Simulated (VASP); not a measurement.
# TePt: structure and properties in VASP, part 4 of 6

Aim: relax TePt with PBEsol, compute its properties on that cell and hold them against experiment. The start is a cell from a database of measured crystal structures.

VASP 6.6.1; PBEsol; plane waves and PAW (Te, Pt).

So far. Step 4 (Bands along the symmetry lines (PBEsol)): There is no gap at this level. Step 5 (Density of states (PBEsol)): The finer mesh and the other smearing move the Fermi level by +0.03 eV from the 7×7×7 run, a small shift, which tests the Fermi level alone. Of the states within 0.3 eV of the Fermi level, the largest shares in the PAW spheres are Te p 29 %, Pt d 28 % and Pt p 12 %. The rest lies in smaller channels or between the spheres.

The database entry behind the starting cell differs from later determinations by our own check (c about 0.8 % long), so it need not match the best structure at ambient conditions.

**6. Vibrations at Γ (PBEsol)**

Zone-centre modes test whether the atoms sit at a minimum within this cell. IBRION = 8 takes the force constants from linear response, which needs tightly converged orbitals.

Contents of INCAR:

```
SYSTEM = TePt
PREC = Accurate
ENCUT = 400
EDIFF = 1E-08
NELM = 100
ISMEAR = 1
SIGMA = 0.2
LREAL = .FALSE.
ALGO = Normal
GGA = PS
NBANDS = 22
LASPH = .TRUE.
LORBIT = 11
LWAVE = .FALSE.
LCHARG = .FALSE.
KPAR = 4
IBRION = 8
ISIF = 2
```

Contents of POSCAR:

```
TePt
1.0
    1.9772619222      1.1415727030      6.6267833343
   -1.9772619222      1.1415727030      6.6267833343
    0.0000000000     -2.2831454061      6.6267833343
Te Pt
2 2
Direct
    0.5987281417      0.5987281417      0.5987281417
    0.4012718583      0.4012718583      0.4012718583
    0.8700474103      0.8700474103      0.8700474103
    0.1299525897      0.1299525897      0.1299525897
```

Contents of KPOINTS:

```
Automatic mesh
0
Gamma
11 11 11
0 0 0
```

Potentials, in the order of the species: Te and Pt (PBE family, release 64).

Launch:

```
> mpirun -np 4 vasp_std
```

The log of the run:

```text
[... set-up lines as in an earlier step ...]
 entering main loop
       N       E                     dE             d eps       ncg     rms          rms(c)
DAV:   1     0.142371160395E+03    0.14237E+03   -0.12161E+04  6432   0.104E+03
DAV:   2    -0.167565093241E+02   -0.15913E+03   -0.14869E+03  7854   0.215E+02
DAV:   3    -0.230322989639E+02   -0.62758E+01   -0.61615E+01  7804   0.431E+01
DAV:   4    -0.231219415685E+02   -0.89643E-01   -0.89604E-01  7856   0.575E+00
DAV:   5    -0.231234219723E+02   -0.14804E-02   -0.14803E-02  7840   0.688E-01    0.166E+01
DAV:   6    -0.225239537067E+02    0.59947E+00   -0.19519E+00  7048   0.115E+01    0.941E+00
DAV:   7    -0.224049150567E+02    0.11904E+00   -0.39598E-01  6586   0.553E+00    0.314E+00
DAV:   8    -0.223614466581E+02    0.43468E-01   -0.12953E-01  6964   0.306E+00    0.115E+00
DAV:   9    -0.223608622770E+02    0.58438E-03   -0.13110E-02  7488   0.708E-01    0.454E-01
DAV:  10    -0.223602763510E+02    0.58593E-03   -0.33312E-03  7252   0.399E-01    0.102E-01
DAV:  11    -0.223602420000E+02    0.34351E-04   -0.17527E-04  7408   0.823E-02    0.462E-02
DAV:  12    -0.223602414546E+02    0.54536E-06   -0.18431E-05  7642   0.304E-02    0.370E-02
DAV:  13    -0.223602404486E+02    0.10060E-05   -0.25133E-06  7314   0.119E-02    0.129E-02
DAV:  14    -0.223602400322E+02    0.41641E-06   -0.89539E-07  7528   0.625E-03    0.119E-03
DAV:  15    -0.223602400265E+02    0.56320E-08   -0.13252E-07  7362   0.244E-03    0.875E-04
DAV:  16    -0.223602400251E+02    0.14657E-08   -0.76730E-09  4160   0.561E-04
   1 F= -.22360240E+02 E0= -.22360602E+02  d E =0.108668E-02
 Linear response reoptimize wavefunctions to high precision
DAV:   1    -0.223602400001E+02    0.24934E-07   -0.79754E-10  5108   0.200E-04
DAV:   2    -0.223602400002E+02   -0.19099E-10   -0.10048E-10  3812   0.694E-05
 Linear response DOF=           4
 Linear response progress:
  Degree of freedom:   1/  4
       N       E                     dE             d eps       ncg     rms          rms(c)
RMM:   1    -0.426316005847E-01   -0.42632E-01    0.37526E-02 75001   0.102E+00
RMM:   2    -0.417915620271E-01    0.84004E-03   -0.14340E-03 45455   0.199E-01    0.105E-01
RMM:   3    -0.416403222683E-01    0.15124E-03   -0.79089E-05 48234   0.487E-02    0.669E-02
RMM:   4    -0.414936244079E-01    0.14670E-03   -0.34559E-05 48844   0.292E-02    0.958E-03
RMM:   5    -0.414831327011E-01    0.10492E-04   -0.17814E-06 49208   0.712E-03    0.437E-03
RMM:   6    -0.414811628207E-01    0.19699E-05   -0.24878E-07 49762   0.254E-03    0.177E-03
RMM:   7    -0.414823361568E-01   -0.11733E-05   -0.54285E-08 49469   0.721E-04    0.632E-04
RMM:   8    -0.414821746673E-01    0.16149E-06    0.23543E-08 50055   0.231E-04    0.203E-04
RMM:   9    -0.414820115493E-01    0.16312E-06    0.32752E-08 49986   0.921E-05    0.616E-05
RMM:  10    -0.414818774720E-01    0.13408E-06   -0.14050E-08 49497   0.450E-05    0.942E-06
RMM:  11    -0.414818645647E-01    0.12907E-07   -0.44831E-08 51052   0.139E-05    0.439E-06
RMM:  12    -0.414818631892E-01    0.13755E-08   -0.52775E-09 47280   0.605E-06    0.925E-07
 first order change of Fermi-energy  -0.37687E-05
 force on displaced ion       1 direction 1 :  -7.502   0.001   0.000
 Linear response progress:
  Degree of freedom:   2/  4
       N       E                     dE             d eps       ncg     rms          rms(c)
RMM:   1    -0.619151719812E-01   -0.61915E-01    0.31288E-02 16414   0.104E+00
RMM:   2    -0.595323858835E-01    0.23828E-02   -0.15700E-03  9861   0.204E-01    0.150E-01
RMM:   3    -0.593069088715E-01    0.22548E-03   -0.17170E-04 10427   0.576E-02    0.104E-01
RMM:   4    -0.591666700146E-01    0.14024E-03   -0.63345E-05 10468   0.444E-02    0.439E-02
RMM:   5    -0.591185604912E-01    0.48110E-04   -0.21343E-05 10495   0.240E-02    0.122E-02
RMM:   6    -0.591248406879E-01   -0.62802E-05   -0.25315E-06 10605   0.901E-03    0.716E-03
RMM:   7    -0.591291056079E-01   -0.42649E-05   -0.72196E-07 10537   0.348E-03    0.329E-03
RMM:   8    -0.591306806447E-01   -0.15750E-05   -0.82487E-08 10762   0.106E-03    0.570E-04
RMM:   9    -0.591299810910E-01    0.69955E-06    0.48118E-08 10933   0.350E-04    0.188E-04
RMM:  10    -0.591297088455E-01    0.27225E-06   -0.13651E-07 10927   0.104E-04    0.548E-05
RMM:  11    -0.591296199798E-01    0.88866E-07   -0.13725E-07 11054   0.432E-05    0.152E-05
RMM:  12    -0.591296415053E-01   -0.21526E-07   -0.14690E-07 10920   0.180E-05    0.596E-06
RMM:  13    -0.591296431696E-01   -0.16643E-08   -0.24631E-08 11046   0.610E-06    0.439E-06
 first order change of Fermi-energy  -0.26709E+00
 force on displaced ion       1 direction 3 :   0.000   0.000  -8.378
 Linear response progress:
  Degree of freedom:   3/  4
       N       E                     dE             d eps       ncg     rms          rms(c)
RMM:   1    -0.259982334308E+00   -0.25998E+00   -0.27596E-01 48721   0.310E+00
RMM:   2    -0.253003179010E+00    0.69792E-02   -0.56050E-03 44040   0.426E-01    0.173E-01
RMM:   3    -0.253010855865E+00   -0.76769E-05   -0.23129E-04 47578   0.925E-02    0.105E-01
RMM:   4    -0.253471067333E+00   -0.46021E-03   -0.35370E-04 47844   0.995E-02    0.144E-02
RMM:   5    -0.253437745010E+00    0.33322E-04   -0.14031E-05 48409   0.233E-02    0.730E-03
RMM:   6    -0.253434637498E+00    0.31075E-05   -0.17987E-06 49178   0.691E-03    0.156E-03
RMM:   7    -0.253417545262E+00    0.17092E-04   -0.46058E-07 48550   0.335E-03    0.102E-03
RMM:   8    -0.253410845135E+00    0.67001E-05   -0.12695E-07 48829   0.149E-03    0.175E-04
RMM:   9    -0.253409810163E+00    0.10350E-05   -0.55893E-07 51931   0.409E-04    0.937E-05
RMM:  10    -0.253409445234E+00    0.36493E-06   -0.41925E-08 49341   0.146E-04    0.267E-05
RMM:  11    -0.253409463689E+00   -0.18455E-07    0.17435E-09 51283   0.384E-05    0.136E-05
RMM:  12    -0.253409483720E+00   -0.20031E-07    0.22398E-09 49831   0.216E-05    0.352E-06
RMM:  13    -0.253409491251E+00   -0.75312E-08   -0.21943E-10 51764   0.115E-05    0.129E-06
 first order change of Fermi-energy  -0.18792E-04
 force on displaced ion       3 direction 1 : -12.047   0.011  -0.001
 Linear response progress:
  Degree of freedom:   4/  4
       N       E                     dE             d eps       ncg     rms          rms(c)
RMM:   1    -0.279825879447E+00   -0.27983E+00   -0.28527E-01 10804   0.312E+00
RMM:   2    -0.271916928239E+00    0.79090E-02   -0.57592E-03  9639   0.442E-01    0.211E-01
RMM:   3    -0.271631108634E+00    0.28582E-03   -0.61689E-04 10078   0.135E-01    0.127E-01
RMM:   4    -0.271786278353E+00   -0.15517E-03   -0.41279E-04 10277   0.104E-01    0.471E-02
RMM:   5    -0.271907593810E+00   -0.12132E-03   -0.71039E-05 10379   0.428E-02    0.180E-02
RMM:   6    -0.271906080868E+00    0.15129E-05   -0.12048E-05 10386   0.167E-02    0.748E-03
RMM:   7    -0.271894022274E+00    0.12059E-04   -0.18737E-06 10515   0.730E-03    0.281E-03
RMM:   8    -0.271876573509E+00    0.17449E-04   -0.18789E-07 10721   0.225E-03    0.105E-03
RMM:   9    -0.271863748787E+00    0.12825E-04   -0.10644E-08 10666   0.695E-04    0.235E-04
RMM:  10    -0.271861389219E+00    0.23596E-05    0.13286E-08 10964   0.182E-04    0.581E-05
RMM:  11    -0.271860934105E+00    0.45511E-06   -0.54210E-08 10972   0.445E-05    0.190E-05
RMM:  12    -0.271860898604E+00    0.35502E-07   -0.28376E-09 10976   0.211E-05    0.454E-06
RMM:  13    -0.271860901319E+00   -0.27159E-08   -0.85657E-09 10955   0.911E-06    0.241E-06
 first order change of Fermi-energy  -0.32193E-01
 force on displaced ion       3 direction 3 :   0.000   0.000 -10.843
 Linear response finished
```

Elapsed: 24 min, on 4 MPI ranks of AMD EPYC 9R45, shared host; peak memory 7.5 GiB; 1.5 h of CPU time.

Parts of OUTCAR (step 6):

```text
   k-points           NKPTS =    146   k-points in BZ     NKDIM =    146   number of bands    NBANDS=     22

   NELECT =      32.0000    total number of electrons

  Total        0.0432734      0.0432734     -0.0074447      0.0000000      0.0000000      0.0000000
  in kB        0.7725203      0.7725203     -0.1329028      0.0000000      0.0000000      0.0000000
  external PRESSURE =       0.4707126 kB  Pullay stress =       0.0000000 kB

 POSITION                                       TOTAL-FORCE (eV/Angst)
 -----------------------------------------------------------------------------------
      0.00000     -0.00000     11.90293         0.000000      0.000000     -0.007031
      0.00000     -0.00000      7.97742         0.000000     -0.000000      0.007031
      0.00000     -0.00000     17.29685         0.000000      0.000000     -0.027975
      0.00000     -0.00000      2.58350         0.000000     -0.000000      0.027975
 -----------------------------------------------------------------------------------
    total drift:                                0.000000     -0.000000      0.000000

 Eigenvectors and eigenvalues of the dynamical matrix
 ----------------------------------------------------

   1 f  =    5.382320 THz    33.818117 2PiTHz  179.534886 cm-1    22.259479 meV
             X         Y         Z           dx          dy          dz
      0.000000 -0.000000 11.902925    -0.422491   -0.000002    0.000000
      0.000000 -0.000000  7.977425     0.422491    0.000002   -0.000000
      0.000000 -0.000000 17.296847     0.567011    0.000002   -0.000000
      0.000000 -0.000000  2.583503    -0.567011   -0.000002    0.000000

   2 f  =    5.382320 THz    33.818117 2PiTHz  179.534886 cm-1    22.259479 meV
             X         Y         Z           dx          dy          dz
      0.000000 -0.000000 11.902925    -0.000002    0.422491   -0.000000
      0.000000 -0.000000  7.977425     0.000002   -0.422491    0.000000
      0.000000 -0.000000 17.296847     0.000002   -0.567011    0.000000
      0.000000 -0.000000  2.583503    -0.000002    0.567011   -0.000000

   3 f  =    5.121376 THz    32.178555 2PiTHz  170.830720 cm-1    21.180300 meV
             X         Y         Z           dx          dy          dz
      0.000000 -0.000000 11.902925    -0.000000   -0.000000   -0.510584
      0.000000 -0.000000  7.977425     0.000000    0.000000    0.510584
      0.000000 -0.000000 17.296847     0.000000    0.000000    0.489187
      0.000000 -0.000000  2.583503    -0.000000   -0.000000   -0.489187

   4 f  =    4.771016 THz    29.977180 2PiTHz  159.143977 cm-1    19.731330 meV
             X         Y         Z           dx          dy          dz
      0.000000 -0.000000 11.902925    -0.549810    0.000003   -0.000000
      0.000000 -0.000000  7.977425    -0.549810    0.000003   -0.000000
      0.000000 -0.000000 17.296847     0.444644   -0.000002    0.000000
      0.000000 -0.000000  2.583503     0.444644   -0.000002    0.000000

   5 f  =    4.771016 THz    29.977180 2PiTHz  159.143977 cm-1    19.731330 meV
             X         Y         Z           dx          dy          dz
      0.000000 -0.000000 11.902925     0.000003    0.549810   -0.000000
      0.000000 -0.000000  7.977425     0.000003    0.549810   -0.000000
      0.000000 -0.000000 17.296847    -0.000002   -0.444644    0.000000
      0.000000 -0.000000  2.583503    -0.000002   -0.444644    0.000000

   6 f  =    4.551078 THz    28.595266 2PiTHz  151.807620 cm-1    18.821738 meV
             X         Y         Z           dx          dy          dz
      0.000000 -0.000000 11.902925    -0.000000    0.000000    0.549783
      0.000000 -0.000000  7.977425    -0.000000    0.000000    0.549783
      0.000000 -0.000000 17.296847     0.000000   -0.000000   -0.444678
      0.000000 -0.000000  2.583503     0.000000   -0.000000   -0.444678

   7 f  =    3.510253 THz    22.055572 2PiTHz  117.089447 cm-1    14.517235 meV
             X         Y         Z           dx          dy          dz
      0.000000 -0.000000 11.902925     0.000000    0.000000   -0.489187
      0.000000 -0.000000  7.977425     0.000000   -0.000000    0.489187
      0.000000 -0.000000 17.296847     0.000000    0.000000   -0.510584
      0.000000 -0.000000  2.583503    -0.000000   -0.000000    0.510584

   8 f  =    2.684942 THz    16.869988 2PiTHz   89.560023 cm-1    11.104023 meV
             X         Y         Z           dx          dy          dz
      0.000000 -0.000000 11.902925     0.567011   -0.000014   -0.000000
      0.000000 -0.000000  7.977425    -0.567011    0.000014    0.000000
      0.000000 -0.000000 17.296847     0.422491   -0.000011   -0.000000
      0.000000 -0.000000  2.583503    -0.422491    0.000011    0.000000

   9 f  =    2.684942 THz    16.869988 2PiTHz   89.560023 cm-1    11.104023 meV
             X         Y         Z           dx          dy          dz
      0.000000 -0.000000 11.902925    -0.000014   -0.567011   -0.000000
      0.000000 -0.000000  7.977425     0.000014    0.567011    0.000000
      0.000000 -0.000000 17.296847    -0.000011   -0.422491   -0.000000
      0.000000 -0.000000  2.583503     0.000011    0.422491    0.000000

  10 f/i=    0.000104 THz     0.000655 2PiTHz    0.003475 cm-1     0.000431 meV
             X         Y         Z           dx          dy          dz
      0.000000 -0.000000 11.902925    -0.372110    0.243397    0.000000
      0.000000 -0.000000  7.977425    -0.372110    0.243397    0.000000
      0.000000 -0.000000 17.296847    -0.460121    0.300965    0.000000
      0.000000 -0.000000  2.583503    -0.460121    0.300965    0.000000

  11 f/i=    0.000104 THz     0.000655 2PiTHz    0.003475 cm-1     0.000431 meV
             X         Y         Z           dx          dy          dz
      0.000000 -0.000000 11.902925    -0.243397   -0.372110   -0.000000
      0.000000 -0.000000  7.977425    -0.243397   -0.372110   -0.000000
      0.000000 -0.000000 17.296847    -0.300965   -0.460121   -0.000000
      0.000000 -0.000000  2.583503    -0.300965   -0.460121   -0.000000

  12 f/i=    0.000177 THz     0.001114 2PiTHz    0.005915 cm-1     0.000733 meV
             X         Y         Z           dx          dy          dz
      0.000000 -0.000000 11.902925     0.000000   -0.000000    0.444678
      0.000000 -0.000000  7.977425     0.000000   -0.000000    0.444678
      0.000000 -0.000000 17.296847     0.000000   -0.000000    0.549783
      0.000000 -0.000000  2.583503     0.000000   -0.000000    0.549783

 ELASTIC MODULI CONTR FROM IONIC RELAXATION (kBar)
 Direction    XX          YY          ZZ          XY          YZ          ZX
 --------------------------------------------------------------------------------
 XX        -980.2986   -233.6884   -558.7244     -0.0000   -454.5025     -0.0000
 YY        -233.6884   -980.2986   -558.7244      0.0000    454.5025      0.0000
 ZZ        -558.7244   -558.7244   -518.2166     -0.0000      0.0000     -0.0000
 XY          -0.0000      0.0000     -0.0000   -373.3051     -0.0000   -427.8322
 YZ        -454.5025    454.5025      0.0000     -0.0000   -568.0692     -0.0000
 ZX          -0.0000      0.0000     -0.0000   -427.8322     -0.0000   -503.0069
 --------------------------------------------------------------------------------

[... 6 parts as in an earlier step ...]

[... 4 further parts left out ...]
```

Energies printed during the response cycles are not total energies of the cell.

This step gave:

```yaml
bands: 22
irreducible_k_points: 146
pressure_of_the_cell: 0.04707 GPa
largest_force_of_the_cell: 0.02798 eV/Å
fermi_energy: 8.406 eV
```

Modes at Γ, with each element's share of the kinetic energy:

| mode | frequency (cm⁻¹) | symmetry | Te % | Pt % |
| --- | --- | --- | --- | --- |
| 1 | 0.0 | acoustic | 40 | 60 |
| 2 | 0.0 | acoustic | 40 | 60 |
| 3 | 0.0 | acoustic | 40 | 60 |
| 4 | 89.6 | Eg | 64 | 36 |
| 5 | 89.6 | Eg | 64 | 36 |
| 6 | 117.1 | A1g | 48 | 52 |
| 7 | 151.8 | A2u | 60 | 40 |
| 8 | 159.1 | Eu | 60 | 40 |
| 9 | 159.1 | Eu | 60 | 40 |
| 10 | 170.8 | A1g | 52 | 48 |
| 11 | 179.5 | Eg | 36 | 64 |
| 12 | 179.5 | Eg | 36 | 64 |

Displacements in mode 4 (89.6 cm⁻¹), the largest set to 1:
```
Te1  0.00 -1.00  0.00
Te2  0.00  1.00  0.00
Pt3  0.00 -0.60  0.00
Pt4  0.00  0.60  0.00
```

Displacements in mode 11 (179.5 cm⁻¹), the largest set to 1:
```
Te1  0.00  0.92  0.00
Te2  0.00 -0.92  0.00
Pt3  0.00 -1.00  0.00
Pt4  0.00  1.00  0.00
```

The three acoustic modes come out at zero, and all others are real. By the characters of their eigenvectors the optical modes sort into (cm⁻¹) Raman active: Eg 90, A1g 117, A1g 171, Eg 180; infrared active: A2u 152, Eu 159. With a centre of inversion no mode is active in both.

(Continued in part 5 of 6.)

[Lines on the potential files, build, host, timing and source positions are cut from VASP's logs without a mark.]

[Logs are printed without paths, hosts, clocks, repeated set-up lines and the standing remarks that a program may print on its own settings, such as how far it seeks lower states.]

[Hosts, paths, dates, database ids (printed as entryN), source tags and the programs' standing remarks are cut or masked in the printed files.]

[A measured line is paired with the nearest computed mode of its activity, which favours agreement.]
